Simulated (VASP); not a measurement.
# SiH₂SO: screened Coulomb integrals of an active space by constrained RPA

SiH₂SO, molecule in box, 5 atoms in the cell.

| Functional | Screened U within a state, mean (eV) | Screened U' between states, mean (eV) | Screened J (eV) | Bare U within a state, mean (eV) | Bare U' between states, mean (eV) | Time (s) |
|---|---|---|---|---|---|---|
| LDA | 6.55 | 6.09 | 0.57 | 9.46 | 8.70 | 305 |
| PBE | 6.58 | 6.12 | 0.58 | 9.47 | 8.70 | 294 |
| r2SCAN | 6.84 | 6.36 | 0.62 | 9.57 | 8.80 | 544 |
| PBE0 | 7.15 | 6.65 | 0.63 | 9.48 | 8.70 | 386 |
| HSE06 | 6.92 | 6.43 | 0.62 | 9.49 | 8.71 | 466 |

Limits: the periodic box is only 5.69 Å wide at its narrowest and no larger one was tried.

## Input of the first row

INCAR.step1:
```
SYSTEM = SiH2SO
ENCUT = 420 ; PREC = Accurate
ISMEAR = -1 ; SIGMA = 0.02
LASPH = .True. ; EDIFF = 1E-7
GGA = CA ; ALGO = Normal
NELM = 150 ; LWAVE = .True.
LCHARG = .False.
```

INCAR.step2, as INCAR.step1 but for:
```
- ALGO = Normal
- NELM = 150
+ ALGO = Exact
+ NELM = 1
+ NBANDS = 129
+ LOPTICS = .True.
```

INCAR.step3:
```
SYSTEM = SiH2SO
ENCUT = 420 ; PREC = Accurate
ISMEAR = -1 ; SIGMA = 0.02
LASPH = .True. ; GGA = CA
ALGO = CRPA ; NBANDS = 132
ENCUTGW = 90 ; PRECFOCK = Fast
LOCALIZED_BASIS = BLOCH ; LWAVE = .False.
LCHARG = .False. ; NCRPA_BANDS = 9 10
NTARGET_STATES = 9 10
```

KPOINTS:
```
k-points
0
Gamma
  1 1 1
```

POSCAR:
```
SiH2SO
1.0
    7.7200000000      0.0000000000      0.0000000000
    0.0000000000      7.4300000000      0.0000000000
    0.0000000000      0.0000000000      5.6900000000
O Si S H
1 1 1 2
Direct
    0.3239831600      0.4240713300      0.4397100200
    0.3547992200      0.6407873400      0.4829964900
    0.6299935300      0.6633041700      0.5602899800
    0.4153432600      0.3366958300      0.4500087900
    0.6760168400      0.4889973100      0.5445430600
```

Commands (each step's output is kept before the next begins):
```
cat potpaw_LDA.64/O_GW/POTCAR potpaw_LDA.64/Si_GW/POTCAR potpaw_LDA.64/S_GW/POTCAR potpaw_LDA.64/H_GW/POTCAR > POTCAR
cp INCAR.step1 INCAR
mpirun -np 4 vasp_std > vasp.out
cp INCAR.step2 INCAR
mpirun -np 4 vasp_std > vasp.out
cp INCAR.step3 INCAR
mpirun -np 4 vasp_std > vasp.out
```

Changes of the last row against the first:
```
(all steps)
- GGA = CA
+ GGA = PE
+ LHFCALC = True
+ HFSCREEN = 0.2
- cat potpaw_LDA.64/O_GW/POTCAR potpaw_LDA.64/Si_GW/POTCAR potpaw_LDA.64/S_GW/POTCAR potpaw_LDA.64/H_GW/POTCAR > POTCAR
+ cat potpaw_PBE.64/O_GW/POTCAR potpaw_PBE.64/Si_GW/POTCAR potpaw_PBE.64/S_GW/POTCAR potpaw_PBE.64/H_GW/POTCAR > POTCAR
```

VASP 6.6.1 took 305 s on 4 cores (Intel Xeon Platinum 8488C (Sapphire Rapids)), a shared host.
